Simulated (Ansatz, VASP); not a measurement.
## Cross-check of WS2 (Tungstenite) between VASP and Ansatz

One calculation is typed for both programs; each brings its own data sets. How far apart do they land? The cell is taken from a series of runs on this material, whose earlier steps may have relaxed, scaled, displaced or heated it; both programs get it as it stands.

Method: plane waves, with VASP 6.6.1 beside it; single point at HSE06, in Ansatz 0.2.0.

### Step 1. The structure

The structure is hexagonal, space group P6_3/mmc (No. 194). Conventional cell: a = 3.159 Å, b = 3.159 Å, c = 12.245 Å, α = 90.00°, β = 90.00°, γ = 120.00°. W has 6 S at 2.41 Å nearest. Nearest to S lie 3 W at 2.41 Å. Farther neighbours and most contacts between anions are not listed.

### Step 2. Ansatz: single point, HSE06

Ansatz runs on its default PAW (the set named soft_2) files.

A single point gives forces, pressure and levels at one fixed geometry, so differences don't come from the geometry; what else differs is listed under the comparison.

Contents of input.yaml:

```yaml
crystal:
  lattice:
    - [3.1588452724, 0.0, 0.0]
    - [-1.5794226362, 2.7356402525, 0.0]
    - [0.0, 0.0, 12.2447695065]
  atoms:
    - { symbol: W, position: [0.3333333333, 0.6666666667, 0.25] }
    - { symbol: W, position: [0.6666666667, 0.3333333333, 0.75] }
    - { symbol: S, position: [0.3333333333, 0.6666666667, 0.6214363435] }
    - { symbol: S, position: [0.6666666667, 0.3333333333, 0.1214363435] }
    - { symbol: S, position: [0.3333333333, 0.6666666667, 0.8785636565] }
    - { symbol: S, position: [0.6666666667, 0.3333333333, 0.3785636565] }
kpoints:
  mp_grid: { grid: [6, 6, 2] }
  band_path:
    path:
      - [0.0, 0.0, 0.0]
      - [0.5, 0.0, 0.0]
      - [0.33333333, 0.33333333, 0.0]
      - [0.0, 0.0, 0.5]
      - [0.5, 0.0, 0.5]
      - [0.33333333, 0.33333333, 0.5]
      - [0.1666666667, 0.1666666667, 0.0]
    npoints: 1
hamiltonian:
  xc: hse06
scf:
  occupations: { method: fixed }
  n_extra_bands: 6
output:
  eigenvalues: true
basis:
  ecutwfc: 550.0
```

Run with:

```console
ansatz run input.yaml --threads 2 --pin off --max-ram 92160MiB --backend cuda --devices 1 --max-vram 13GiB --events-out ev --progress --plain --runs-dir out
```

Numbers of over 12 decimals in the logs are rounded to 6 here.

What it wrote:

```text
scf.n_extra_bands = 6 over 26 filled bands (N_el = 52.0): the run solves 32 bands
GPUs: using 1 of 1 available (devices: 1).
Engine: ansatz 0.2.0, x86_64-unknown-linux-gnu
Pseudopotentials: kind: paw
Pseudopotential: W, paw, valence charge 14, recommended cutoff 420 eV (normal), W.paw.azcp
Pseudopotential: S, paw, valence charge 6, recommended cutoff 420 eV (normal), S.paw.azcp
Functional definition: HSE06
  parameter a = 0.25
  parameter omega = 0.11/bohr
  exchange = pbe_x - a*pbe_x_sr(omega) + a*exact_x_sr(omega)
  correlation = pbe_c
davidson cushion auto → on  (no smearing: the cushion is to keep the highest requested band from converging to the state above it; pin scf.eigensolver.cushion to override)
device memory: the entry about to start is reckoned to put 1.3 GiB on a device that reports 68.7 GiB free (of which the cap on the GPU budget leaves the run 13.0 GiB)
GPU FFT provider: cuFFT
GPU libraries: cuBLAS 13.8.2, cuFFT 12.4.0, cuSOLVER 12.3.4
Crystal: 6 atoms, lattice volume = 105.813 Å³
Basis set: ecut = 550 eV, 3047 PW (Γ)
Bands: 32, of which v1, the nominal top of the filled ones, is band 26 counted from 1 (25 counted from 0)
Symmetry: 24 space group operations
Space group: P63/mmc (ITA 194), of the structure as read, at distance tolerance 4.7e-5 Å
k-points: 14 of 72
Non-local potential: W, projectors of the file, l = 0: 3, l = 1: 2, l = 2: 2, l = 3: 1
Non-local potential: S, projectors of the file, l = 0: 2, l = 1: 2, l = 2: 2
PAW form: soft (Blöchl's): semilocal exchange-correlation on the pseudo side does not see the compensation charge
PAW frozen core: W, regenerated for the run's functional, and the local potential with it (the file was generated under x = pbe(κ = 0.804, μ = 0.219515), c = pbe(β = 0.066725))
PAW frozen core: S, regenerated for the run's functional, and the local potential with it (the file was generated under x = pbe(κ = 0.804, μ = 0.219515), c = pbe(β = 0.066725))
PAW one-centre angular grid: W, 590 points (default); XC on 64 Gauss nodes
PAW one-centre angular grid: S, 110 points (default); XC on 64 Gauss nodes
Initial density: superposition of atomic densities (neutral atoms: chi_scale 0, normalization atom), corrected by the library's trained network
Initial wavefunctions: pseudopotential atomic-orbital guess
GPU buffer pool allocated for 60000 grid points (all kernels)
GPU transforms: local potential and band sums: pruned to the plane-wave sphere, on 25×25×96
Functional: x = pbe(κ = 0.804, μ = 0.219515), c = pbe(β = 0.066725), warm-up for x = pbe(κ = 0.804, μ = 0.219515) + 0.25 (exact − pbe) at short range (hse, ω = 0.207870 Å⁻¹), c = pbe(β = 0.066725); HSE06 as pw.x's `hse` composes it (authors' and Libxc's form: `xc: wpbeh`)
SCF iter   1: F=—  HF=-24382.722833 eV  |F-HF|=—  |Δ(HF+E_count)|=         —  Δρ=5.99e-3  dr2=2.25e-2  ethr=1.77e-3  ⟨swp⟩=6.1  Hψ=1964  notcnv=0
preconditioner: auto → none  [insulator: Δε(μ)=0.923 eV  Ē_g=8.486 eV  n_scr=26 (ndim 8)  ℏωp=21.7 eV  f_vac=0.014]
SCF iter   2: F=—  HF=-24382.734063 eV  |F-HF|=—  |Δ(HF+E_count)|=   1.12e-2  Δρ=4.26e-3  dr2=4.47e-2  ethr=4.32e-5  ⟨swp⟩=4.2  Hψ=1429  notcnv=0  defer=1
SCF iter   3: F=—  HF=-24382.730121 eV  |F-HF|=—  |Δ(HF+E_count)|=   3.94e-3  Δρ=2.46e-3  dr2=9.54e-3  ethr=4.32e-5  ⟨swp⟩=3.9  Hψ=1213  notcnv=0
SCF iter   4: F=—  HF=-24382.730779 eV  |F-HF|=—  |Δ(HF+E_count)|=   6.58e-4  Δρ=9.78e-4  dr2=1.07e-3  ethr=1.83e-5  ⟨swp⟩=2.5  Hψ=1005  notcnv=0
iter 5 solved again at ethr=1.54e-8 eV; its pass at ethr=2.06e-6 eV (dr2=7.98e-6 eV) is discarded
SCF iter   5: F=-24382.731139 eV  HF=-24382.731124 eV  |F-HF|=1.48e-5  |Δ(HF+E_count)|=   3.45e-4  Δρ=1.59e-4  dr2=7.83e-6  ethr=1.54e-8  ⟨swp⟩=3.5  Hψ=2388  notcnv=0
SCF 1 stopped early in 5 iterations: F = -24382.731139 eV  dr2 = 7.83e-6
  greatest PAW one-centre occupation: 0.999 electrons in one spin orbital (limit 2), on the W atom at site 1 (counted from 0), in its partial waves of l = 0
device memory: the entry about to start is reckoned to put 1.8 GiB (of the 1.9 GiB reckoned in all, the device holds 0.1 GiB already) on a device that reports 65.9 GiB free (of which the cap on the GPU budget leaves the run 12.9 GiB)
GPU FFT provider: cuFFT
GPU libraries: cuBLAS 13.8.2, cuFFT 12.4.0, cuSOLVER 12.3.4
Initial density: handed on by an earlier stage of this run
Initial wavefunctions: those handed on with the density
GPU buffer pool allocated for 60000 grid points (all kernels)
GPU transforms: local potential and band sums: pruned to the plane-wave sphere, on 25×25×96
Functional: x = pbe(κ = 0.804, μ = 0.219515) + 0.25 (exact − pbe) at short range (hse, ω = 0.207870 Å⁻¹), c = pbe(β = 0.066725); HSE06 as pw.x's `hse` composes it (authors' and Libxc's form: `xc: wpbeh`)
Exchange kernel: α = 0.2500, screened, ω = 0.2079 Å⁻¹, Wigner–Seitz truncation, v(0) = 1044.2637 eV·Å³, q-mesh 6×6×2, nearest image of the exchange supercell L = 18.95 Å, pair-density grid 18×18×64, without the augmentation charges, whose exchange is taken in its separable form by FFT convolution over the k-point mesh (sized by the pseudopotential files, 24×24×96 at the most), smooth part of the exact exchange by density-matrix convolution in up to 4.44 GiB of GPU memory as planned if the GPU has room (build and FFT work areas not counted)
Frozen-core exchange: fock
SCF iter   1: F=—  HF=-24386.845979 eV  |F-HF|=—  |Δ(HF+E_count)|=         —  Δρ=6.93e-3  dr2=8.89e-2  ethr=1.51e-7  ⟨swp⟩=7.4  Hψ=2667  notcnv=0
preconditioner: auto → none  [insulator: Δε(μ)=1.411 eV  Ē_g=9.906 eV  n_scr=26 (ndim 8)  ℏωp=21.7 eV  f_vac=0.012]
SCF iter   2: F=—  HF=-24386.843544 eV  |F-HF|=—  |Δ(HF+E_count)|=   2.44e-3  Δρ=5.57e-3  dr2=1.24e-1  ethr=1.51e-7  ⟨swp⟩=6.7  Hψ=2314  notcnv=0
SCF iter   3: F=—  HF=-24386.821999 eV  |F-HF|=—  |Δ(HF+E_count)|=   2.15e-2  Δρ=1.90e-3  dr2=5.06e-3  ethr=1.51e-7  ⟨swp⟩=6.1  Hψ=2180  notcnv=0
SCF iter   4: F=—  HF=-24386.834044 eV  |F-HF|=—  |Δ(HF+E_count)|=   1.20e-2  Δρ=1.26e-3  dr2=1.68e-3  ethr=1.51e-7  ⟨swp⟩=4.7  Hψ=1876  notcnv=0
SCF iter   5: F=—  HF=-24386.833589 eV  |F-HF|=—  |Δ(HF+E_count)|=   4.55e-4  Δρ=4.18e-4  dr2=1.16e-4  ethr=1.51e-7  ⟨swp⟩=4.2  Hψ=1606  notcnv=0
SCF iter   6: F=—  HF=-24386.833965 eV  |F-HF|=—  |Δ(HF+E_count)|=   3.76e-4  Δρ=1.56e-4  dr2=3.14e-5  ethr=1.51e-7  ⟨swp⟩=3.5  Hψ=1341  notcnv=0
SCF iter   7: F=-24386.833957 eV  HF=-24386.833957 eV  |F-HF|=9.43e-8  |Δ(HF+E_count)|=   8.62e-6  Δρ=1.57e-5  dr2=1.56e-6  ethr=5.76e-8  ⟨swp⟩=3.0  Hψ=1141  notcnv=0
SCF 2 stopped early in 7 iterations: F = -24386.833957 eV  dr2 = 1.56e-6
hybrid outer 1: dexx = +1.596e-2 eV, tail = 1.56e-5 eV
GPU FFT provider: cuFFT
GPU libraries: cuBLAS 13.8.2, cuFFT 12.4.0, cuSOLVER 12.3.4
GPU buffer pool allocated for 60000 grid points (all kernels)
GPU transforms: local potential and band sums: pruned to the plane-wave sphere, on 25×25×96
Exchange kernel: α = 0.2500, screened, ω = 0.2079 Å⁻¹, Wigner–Seitz truncation, v(0) = 1044.2637 eV·Å³, q-mesh 6×6×2, nearest image of the exchange supercell L = 18.95 Å, pair-density grid 18×18×64, without the augmentation charges, whose exchange is taken in its separable form by FFT convolution over the k-point mesh (sized by the pseudopotential files, 24×24×96 at the most), smooth part of the exact exchange by density-matrix convolution in up to 4.44 GiB of GPU memory as planned if the GPU has room (build and FFT work areas not counted)
Frozen-core exchange: fock
SCF iter   1: F=—  HF=-24386.833988 eV  |F-HF|=—  |Δ(HF+E_count)|=         —  Δρ=4.35e-5  dr2=8.97e-7  ethr=1.50e-7  ⟨swp⟩=3.0  Hψ=1188  notcnv=0
preconditioner: auto → none  [insulator: Δε(μ)=1.456 eV  Ē_g=9.847 eV  n_scr=26 (ndim 8)  ℏωp=21.7 eV  f_vac=0.012]
iter 2 solved again at ethr=1.47e-10 eV; its pass at ethr=1.57e-9 eV (dr2=7.62e-8 eV) is discarded
SCF iter   2: F=—  HF=-24386.833988 eV  |F-HF|=—  |Δ(HF+E_count)|=   3.32e-7  Δρ=1.59e-5  dr2=1.42e-7  ethr=1.47e-10  ⟨swp⟩=2.0  Hψ=2329  notcnv=0
SCF iter   3: F=-24386.833989 eV  HF=-24386.833989 eV  |F-HF|=1.78e-8  |Δ(HF+E_count)|=   7.51e-7  Δρ=5.60e-6  dr2=3.13e-8  ethr=1.47e-10  ⟨swp⟩=4.4  Hψ=1346  notcnv=0
SCF 3 converged in 3 iterations: F = -24386.833989 eV  dr2 = 3.13e-8
  greatest PAW one-centre occupation: 0.998 electrons in one spin orbital (limit 2), on the W atom at site 1 (counted from 0), in its partial waves of l = 0
hybrid outer 2: dexx = +1.109e-6 eV, tail = 7.19e-8 eV, Δε = 1.45e-3 eV (about 9.16e-5 eV left of the loop's levels)
device memory: the entry about to start is reckoned to put 0.7 GiB on a device that reports 54.4 GiB free (of which the cap on the GPU budget leaves the run 13.0 GiB)
NSCF: frozen V_eff on 7 k-points
hybrid SCF converged: 2 outer / 10 inner (+5 warm-up), last move |dexx| = 1.11e-6 eV, tail = 7.19e-8 eV
Stability not checked: this state was not tested for a lower state beside it, because the functional holds exact exchange (a hybrid, or Hartree-Fock), whose exchange loop this test does not read (fock_operator; see scf.lower_state_search)
Free energy (F): -24386.833989 eV
Frozen-core exchange: fock
Harris-Foulkes:  -24386.833989 eV  (|F-HF|=1.78e-8)
Internal energy: -24386.833989 eV  (E = F + TS)
E sigma→0 (E₀):  -24386.833989 eV
Fermi energy:    11.524789 eV
--- Per-component energies (eV) ---
  E_band       = -455.956796
  E_kinetic    = 1329.107638
  E_local      = -3415.637211  (includes V_loc(G=0)·N_el)
  E_nonlocal   = 115.877182
  E_hartree    = 1349.398097
  E_xc         = -738.209886
  E_vxc        = -662.296114  (∫ρ·V_xc dr)
  E_exx        = -126.681701  (= α·E_x^exact, valence–valence)
  E_paw        = -19587.457791  (= ΣΔE_a)
  E_vpaw       = -268.446171  (= ΣTr[D̂ρ^β])
  E_aug_tail   = -0.000037  (compensation charges beyond the density's cutoff)
  E_ewald      = -3307.011211
  E_core_change = -6.219070  (= ΣΔE_core)
  E_smearing   = -0.000000  (= −TS)
  E_closure    = -0.000000  (closes the sum)
  Σ components = -24386.833989   (vs F -24386.833989, Δ=0.00e0)
--- Band table (eV; the first three rows and the last of 14) ---
  k-point 0: bands = [... 22 lower, 9.0663, 9.7602, 10.1654, 11.5248, 14.4701, 14.4701, 14.4860, 14.4860, ... 2 higher]
  k-point 1: bands = [... 22 lower, 9.0315, 9.0315, 11.1629, 11.1629, 14.4673, 14.4673, 14.4673, 14.4673, ... 2 higher]
  k-point 2: bands = [... 22 lower, 8.8411, 9.7702, 10.1018, 10.5688, 13.6480, 14.0791, 14.3448, 14.3671, ... 2 higher]
  k-point 13: bands = [... 22 lower, 7.9231, 7.9231, 10.8116, 10.8116, 13.2560, 13.2560, 14.7930, 14.7930, ... 2 higher]
```

In the SCF lines HF is the Harris–Foulkes energy and dr2 the Hartree energy of the density residual, in eV; the loop may stop once dr2 is under the threshold and the program's other checks hold. Hψ counts applications of the Hamiltonian.

(Part 1 of 2 ends here.)

[Lines on the potential files, build, host, timing and source positions are cut from VASP's logs without a mark.]

[Logs are printed without paths, hosts, clocks, repeated set-up lines and the standing remarks that a program may print on its own settings, such as how far it seeks lower states.]

[Hosts, paths, dates, database ids (printed as entryN), source tags and the programs' standing remarks are cut or masked in the printed files.]
